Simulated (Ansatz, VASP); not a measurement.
# Cross-check of BAs between VASP and Ansatz, part 2 of 2

Aim: how closely do two programs agree when they are given the same cell, functional and k mesh? The cell is taken from a series of runs on this material, whose earlier steps may have relaxed, scaled, displaced or heated it; both programs get it as it stands.

VASP 6.6.1 and Ansatz 0.2.0.

So far: The starting structure; VASP: zone-centre phonons, PBE.

## Step 3: Ansatz: zone-centre phonons, PBE

Level of this step: Ansatz beside VASP: Kohn-Sham DFT, plane waves, PBE (Ansatz).

Ansatz runs on its PAW soft_1 files.

The same cell, functional and mesh now go to Ansatz, which takes its cutoff from its data sets.

The input, input.yaml:

```yaml
crystal:
  lattice:
    - [0.0, 2.4046640114, 2.4046640114]
    - [2.4046640114, 0.0, 2.4046640114]
    - [2.4046640114, 2.4046640114, 0.0]
  atoms:
    - { symbol: B, position: [0.0, 0.0, 0.0] }
    - { symbol: As, position: [0.75, 0.75, 0.75] }
kpoints:
  mp_grid: { grid: [12, 12, 12] }
hamiltonian:
  xc: pbe
  pseudopotentials: { kind: paw, azcp: { folder: soft_1 } }
scf:
  occupations: { method: fixed }
output:
  eigenvalues: true
phonons:
  method: dfpt
  dielectric: true
  rigid_motions: translations
  raman: true
```

The run is started by

```console
$ ansatz run input.yaml --threads 4 --pin off --max-ram 10240MiB --backend cpu --events-out ev --progress --plain --runs-dir out
```

Numbers of over 12 decimals in the logs are rounded to 6 here.

Output:

```text
Engine: ansatz 0.2.0, aarch64-unknown-linux-gnu
Pseudopotentials: kind: paw
Pseudopotential: B, paw, valence charge 3, recommended cutoff 420 eV (normal), soft_1/B.paw.azcp
Pseudopotential: As, paw, valence charge 15, recommended cutoff 420 eV (normal), soft_1/As.paw.azcp
Functional definition: PBE
  parameter kappa = 0.804
  parameter beta = 0.066725
  exchange = pbe_x(kappa = kappa, mu = beta*pi^2/3)
  correlation = pbe_c(beta = beta)
Crystal: 2 atoms, lattice volume = 27.810 Å³
Basis set: ecut = 420 eV, 537 PW (Γ), exchange–correlation on 48×48×48 points (8 copies of the dense FFT grid, shifted against one another)
Bands: 13, of which v1, the nominal top of the filled ones, is band 9 counted from 1 (8 counted from 0)
Symmetry: 24 space group operations
k-points: 280 of 1728 (irreducible under 4 space group operations, time reversal used)
Non-local potential: B, projectors of the file, l = 0: 2, l = 1: 2, l = 2: 1
Non-local potential: As, projectors of the file, l = 0: 2, l = 1: 2, l = 2: 3, l = 3: 1
PAW form: soft (Blöchl's): semilocal exchange-correlation on the pseudo side does not see the compensation charge
PAW one-centre angular grid: B, 110 points (default); XC on 64 Gauss nodes
PAW one-centre angular grid: As, 590 points (default); XC on 64 Gauss nodes
Initial density: superposition of atomic densities (chi_scale 0.1, normalization cell, long waves kept (reshape's long-wave potential 0.00 eV rms))
Initial wavefunctions: pseudopotential atomic-orbital guess
Functional: x = pbe(κ = 0.804, μ = 0.219515), c = pbe(β = 0.066725)
SCF iter   1: F=—  HF=-5012.713307 eV  |F-HF|=—  |Δ(HF+E_count)|=         —  Δρ=7.54e-2  dr2=2.06e0  ethr=3.10e-3  ⟨swp⟩=4.4  Hψ=18509  notcnv=0  defer=303
preconditioner: auto → none  [insulator: Δε(μ)=1.740 eV  Ē_g=12.274 eV  n_scr=8 (ndim 8)  ℏωp=19.9 eV  f_vac=0.000  ε∞_Penn≈3.6]
SCF iter   2: F=—  HF=-5012.143663 eV  |F-HF|=—  |Δ(HF+E_count)|=   5.70e-1  Δρ=2.54e-2  dr2=1.58e-1  ethr=3.10e-3  ⟨swp⟩=2.5  Hψ=7966  notcnv=0  defer=440
SCF iter   3: F=—  HF=-5012.112717 eV  |F-HF|=—  |Δ(HF+E_count)|=   3.09e-2  Δρ=1.11e-2  dr2=2.32e-2  ethr=8.78e-4  ⟨swp⟩=2.4  Hψ=5696  notcnv=0  defer=521
SCF iter   4: F=—  HF=-5012.112467 eV  |F-HF|=—  |Δ(HF+E_count)|=   2.50e-4  Δρ=4.32e-3  dr2=4.04e-3  ethr=1.29e-4  ⟨swp⟩=2.9  Hψ=5953  notcnv=0  defer=541
SCF iter   5: F=—  HF=-5012.111791 eV  |F-HF|=—  |Δ(HF+E_count)|=   6.76e-4  Δρ=9.15e-4  dr2=1.66e-4  ethr=2.25e-5  ⟨swp⟩=3.0  Hψ=6719  notcnv=0  defer=545
SCF iter   6: F=—  HF=-5012.111812 eV  |F-HF|=—  |Δ(HF+E_count)|=   2.09e-5  Δρ=1.11e-4  dr2=2.23e-6  ethr=9.21e-7  ⟨swp⟩=3.0  Hψ=6619  notcnv=0  defer=515
SCF iter   7: F=—  HF=-5012.111814 eV  |F-HF|=—  |Δ(HF+E_count)|=   2.48e-6  Δρ=7.48e-6  dr2=1.07e-8  ethr=1.24e-8  ⟨swp⟩=2.0  Hψ=4760  notcnv=0
SCF iter   8: F=—  HF=-5012.111814 eV  |F-HF|=—  |Δ(HF+E_count)|=   2.05e-8  Δρ=5.23e-7  dr2=6.55e-11  ethr=1.00e-12  ⟨swp⟩=7.0  Hψ=24805  notcnv=0
SCF iter   9: F=-5012.111814 eV  HF=-5012.111814 eV  |F-HF|=0.00e0  |Δ(HF+E_count)|=  4.18e-11  Δρ=5.31e-8  dr2=6.77e-13  ethr=1.00e-12  ⟨swp⟩=6.0  Hψ=15300  notcnv=0
SCF 1 converged in 9 iterations: F = -5012.111814 eV  dr2 = 6.77e-13
  greatest PAW one-centre occupation: 0.999 electrons in one spin orbital (limit 2), on the As atom at site 1 (counted from 0), in its partial waves of l = 2
NSCF: frozen V_eff on 1 k-points
DFPT response loops at Γ: preconditioner auto → none (the input reference at scf.mixing.eps_inf says where Resta's filter doesn't serve); β = 0.50; Broyden in place of MSR1
── the response to a field inside a basis, on 12×12×12 k-points: an SCF that follows is theirs, and a resumed run solves both again ──
Bands: 10, of which v1, the nominal top of the filled ones, is band 9 counted from 1 (8 counted from 0)
k-points: 182
Initial density: handed on by an earlier stage of this run
Initial wavefunctions: pseudopotential atomic-orbital guess (no wavefunctions were taken with the density)
Eigensolver: Dense (182 Hₖ)
SCF iter   1: F=—  HF=-5012.111064 eV  |F-HF|=—  |Δ(HF+E_count)|=         —  Δρ=1.15e-4  dr2=9.16e-7  ethr=1.00e-1
preconditioner: auto → none  [insulator: Δε(μ)=1.311 eV  Ē_g=9.573 eV  n_scr=8 (ndim 8)  ℏωp=19.9 eV  f_vac=0.001  ε∞_Penn≈5.3]
SCF iter   2: F=—  HF=-5012.111065 eV  |F-HF|=—  |Δ(HF+E_count)|=   1.05e-6  Δρ=6.23e-5  dr2=3.01e-7  ethr=5.09e-9
SCF iter   3: F=—  HF=-5012.111066 eV  |F-HF|=—  |Δ(HF+E_count)|=   4.50e-7  Δρ=1.18e-5  dr2=2.38e-8  ethr=1.67e-9
SCF iter   4: F=—  HF=-5012.111066 eV  |F-HF|=—  |Δ(HF+E_count)|=  5.93e-10  Δρ=2.49e-6  dr2=1.42e-9  ethr=1.32e-10
SCF iter   5: F=-5012.111066 eV  HF=-5012.111066 eV  |F-HF|=1.55e-11  |Δ(HF+E_count)|=  8.09e-11  Δρ=5.12e-7  dr2=3.74e-11  ethr=7.90e-12
SCF 1 converged in 5 iterations: F = -5012.111066 eV  dr2 = 3.74e-11
DFPT response loops at Γ: mixed as the last ones told, above
DFPT response loops at Γ: mixed as the last ones told, above
SCF converged after 9 iterations
Free energy (F): -5012.111814 eV
Harris-Foulkes:  -5012.111814 eV  (|F-HF|=0.00e0)
Internal energy: -5012.111814 eV  (E = F + TS)
E sigma→0 (E₀):  -5012.111814 eV
Fermi energy:    10.388452 eV
--- Per-component energies (eV) ---
  E_band       = -222.733640
  E_kinetic    = 146.021862
  E_local      = -1972.481915  (includes V_loc(G=0)·N_el)
  E_nonlocal   = -384.211302
  E_hartree    = 1108.200515
  E_xc         = -103.044112
  E_vxc        = -112.234660  (∫ρ·V_xc dr)
  E_paw        = -2092.422419  (= ΣΔE_a)
  E_vpaw       = -116.228626  (= ΣTr[D̂ρ^β])
  E_aug_tail   = -0.000005  (compensation charges beyond the density's cutoff)
  E_ewald      = -1714.174438
  E_smearing   = -0.000000  (= −TS)
  E_closure    = 0.000000  (closes the sum)
  Σ components = -5012.111814   (vs F -5012.111814, Δ=0.00e0)
--- Band table (eV; the first three rows and the last of 280) ---
  k-point 0: bands = [... 5 lower, -4.8297, 10.3885, 10.3885, 10.3885, 13.6430, 13.6430, 13.6430, 14.8022]
  k-point 1: bands = [... 5 lower, -4.7178, 9.3576, 10.1752, 10.1752, 13.7547, 13.9245, 13.9245, 15.4693]
  k-point 2: bands = [... 5 lower, -4.3857, 7.4645, 9.7225, 9.7225, 13.5943, 14.5136, 14.5136, 16.8537]
  k-point 279: bands = [... 5 lower, -0.6068, 2.4289, 5.0302, 5.3202, 15.6488, 16.2166, 17.1596, 17.3075]
--- Phonons (Γ-DFPT): 2 representative perturbations + reference, on 280 of 1728 k-points (Σ response iterations 6) ---
  k mesh reduced under 4 symmetry operations, with k and −k counted as one. Each operation leaves every solved perturbation unchanged. A smaller set is not considered because the run solves the response to a homogeneous field
  ASR residual: 3.581e-5 → 0.000e0 eV/Å²; symmetrization residual: 4.791e-7 eV/Å²
  ASR residual per site (eV/Å²): 3.58e-5 7.76e-6
  Γ frequencies (cm⁻¹): 0.00 0.00 0.00 677.20 677.20 677.20
  ε∞ (high-frequency dielectric tensor):
        9.858606     0.000000    -0.000000
        0.000000     9.858606     0.000000
       -0.000000     0.000000     9.858606
  ε⁰ (static dielectric tensor: ions relaxed, cell fixed):
        9.938104     0.000000    -0.000000
        0.000000     9.938104     0.000000
       -0.000000     0.000000     9.938104
  ε⁰ − ε∞ (ionic part):
        0.079498    -0.000000     0.000000
       -0.000000     0.079498     0.000000
        0.000000     0.000000     0.079498
  softest optical mode at Γ: 677.20 cm⁻¹; the repairs (sum rule, projections) moved no ω² at Γ by more than (0.99 cm⁻¹)²
  Born effective charges Z* (e; rows j = field, columns β = displacement):
    site 0:
        -0.44119    0.00000   -0.00000
         0.00000   -0.44119   -0.00000
        -0.00000   -0.00000   -0.44119
    site 1:
         0.44119   -0.00000    0.00000
        -0.00000    0.44119    0.00000
         0.00000    0.00000    0.44119
  Z* charge neutrality: 1.022e-4 e pre-enforcement
  solved inside a basis spanned on kpoints, on 12×12×12 k-points transformed towards the longest dipole: ε∞ is read to err by 2.8e-2, Z* by 1.5e-2 e (field_mesh: kpoints solves on kpoints); Z* is corrected for what the basis lacks
  Raman tensors (in the event stream and the table raman_tensors.tsv): an entry may err by 8.4e-3 Å², one of the second-order susceptibility by 2.0e-2 pm/V (basis, points and sum rule); their sum over the sites missed zero by 1.546e-5 Å² ahead of its enforcement
  optical modes at Γ without the LO–TO term, one row a degenerate level:
      ω (cm⁻¹)  modes    IR ((D/Å)²/amu)  static Raman (Å⁴/amu)  depolarisation
        677.20      3             1.4261              1533.6141           0.750
  optical modes at Γ + LO–TO along q̂ = [1.0000, 0.0000, 0.0000]:
      ω (cm⁻¹)  modes    IR ((D/Å)²/amu)  static Raman (Å⁴/amu)  depolarisation
        677.20      2             0.9507              1022.4094           0.750
        679.93      1             0.4754               543.5251           0.750
  optical modes at Γ + LO–TO along q̂ = [0.0000, 1.0000, 0.0000]:
      ω (cm⁻¹)  modes    IR ((D/Å)²/amu)  static Raman (Å⁴/amu)  depolarisation
        677.20      2             0.9507              1022.4094           0.750
        679.93      1             0.4754               543.5251           0.750
  optical modes at Γ + LO–TO along q̂ = [0.0000, 0.0000, 1.0000]:
      ω (cm⁻¹)  modes    IR ((D/Å)²/amu)  static Raman (Å⁴/amu)  depolarisation
        677.20      2             0.9507              1022.4094           0.750
        679.93      1             0.4754               543.5251           0.750
```

In the SCF lines HF is the Harris–Foulkes energy and dr2 the Hartree energy of the density residual, in eV; the loop may stop once dr2 is under the threshold and the program's other checks hold. Hψ counts applications of the Hamiltonian.

## Step 4: Comparison

Known differences besides the potentials themselves: fixed occupations in Ansatz, narrow Gaussian smearing in VASP; VASP's response is taken on the typed mesh, Ansatz refines its own for the field response alone; the data sets hold 18 valence electrons in Ansatz (on its PAW soft_1 files) and 8 in VASP; the cutoff is 420 eV in Ansatz and 500 eV in VASP. Total energies have different zeros and are not compared.

Both answers:

| quantity | Ansatz | VASP | difference |
| --- | --- | --- | --- |
| ε∞ xx | 9.86 | 9.88 | -0.20 % |
| ε∞ yy | 9.86 | 9.88 | -0.20 % |
| ε∞ zz | 9.86 | 9.88 | -0.20 % |
| Born charge of B1 (mean of the diagonal) (e) | -0.44 | -0.47 | +0.03 |
| Born charge of As2 (mean of the diagonal) (e) | 0.44 | 0.47 | -0.03 |
| optical mode 1 to 3 (cm⁻¹) | 677.2 | 682.0 | -0.70 % |

Modes are paired by rising frequency, not by their patterns, so a pair may set unlike modes beside each other; they are those without the splitting of longitudinal modes.

## Step 5: Outcome

- r.m.s. difference of the optical zone-centre modes, each program's sorted by frequency (zone-centre phonons, PBE): 4.8 cm⁻¹
- difference in optical mode 1 to 3 (zone-centre phonons, PBE): -0.7 %

What this shows: The r.m.s. difference of the optical zone-centre modes, each program's sorted by frequency is 4.8 cm⁻¹ (zone-centre phonons, PBE). The data sets hold unlike numbers of valence electrons (18 in Ansatz and 8 in VASP), so part of the differences comes from the potentials. Among the rows given in per cent, the largest difference of the zone-centre phonons, PBE pair is in optical mode 1 to 3, -0.7 %. How closely two codes agree says nothing of how well the functional describes the real material.

[Lines on the potential files, build, host, timing and source positions are cut from VASP's logs without a mark.]

[Logs are printed without paths, hosts, clocks, repeated set-up lines and the standing remarks that a program may print on its own settings, such as how far it seeks lower states.]

[Hosts, paths, dates, database ids (printed as entryN), source tags and the programs' standing remarks are cut or masked in the printed files.]
